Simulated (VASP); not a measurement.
Calculation: r2SCAN+rVV10, VASP's PBE PAW potentials (set 64) (plane waves; VASP 6.6.1).

The input files of a VASP run:

File KPOINTS:
```
Automatic mesh
0
Gamma
8 8 8
0 0 0
```

### POSCAR
```
CuI
1.0
  0.0000000000   3.0510523717   3.0510523717
  3.0510523717   0.0000000000   3.0510523717
  3.0510523717   3.0510523717   0.0000000000
Cu I
1 1
Cart
  0.0000000000   0.0000000000   0.0000000000
  1.5255261858   1.5255261858   1.5255261858
```

INCAR:
```
ALGO = Normal
BPARAM = 11.95
CPARAM = 0.0093
EDIFF = 1E-7
ENCUT = 520
ISIF = 2
ISMEAR = 0
LASPH = .TRUE.
LCHARG = .FALSE.
LMAXMIX = 4
LMIXTAU = .TRUE.
LREAL = .FALSE.
LUSE_VDW = .TRUE.
LWAVE = .FALSE.
METAGGA = R2SCAN
NELM = 100
PREC = Accurate
SIGMA = 0.05
SYSTEM = CuI
```

POTCAR, in this order: Cu I (PBE.64 set). Program: vasp_std.

Unless said otherwise, spin-orbit coupling is left out, though it shifts the bands of the heavy elements here.

Task: Estimate the energy per atom (σ→0), pressure, band gap (on the k-mesh).

Result: 
The energy per atom (σ→0) is -17.608 eV/atom and the band gap (on the k-mesh) is 1.50 eV. The pressure comes out as -2.34 GPa.

**OSZICAR**
```
...
DAV:  14    -0.352162884029E+02    0.17997E-04   -0.20747E-05   802   0.528E-02    0.862E-03
DAV:  15    -0.352163137297E+02   -0.25327E-04   -0.18016E-05   890   0.881E-02    0.302E-03
DAV:  16    -0.352163134929E+02    0.23676E-06   -0.18205E-06   984   0.126E-02    0.222E-03
DAV:  17    -0.352163133871E+02    0.10585E-06   -0.48523E-08   527   0.346E-03    0.295E-03
DAV:  18    -0.352163140282E+02   -0.64111E-06   -0.43018E-07   764   0.787E-03    0.350E-04
DAV:  19    -0.352163142981E+02   -0.26989E-06   -0.96599E-08   572   0.332E-03    0.380E-04
DAV:  20    -0.352163142711E+02    0.26947E-07   -0.12468E-08   407   0.194E-03
   1 F= -.35216314E+02 E0= -.35216314E+02  d E =-.808496E-18
```

The compound is CuI in the zinc blende structure. This cell is one point of a volume scan, at 1.06 of the reference volume.
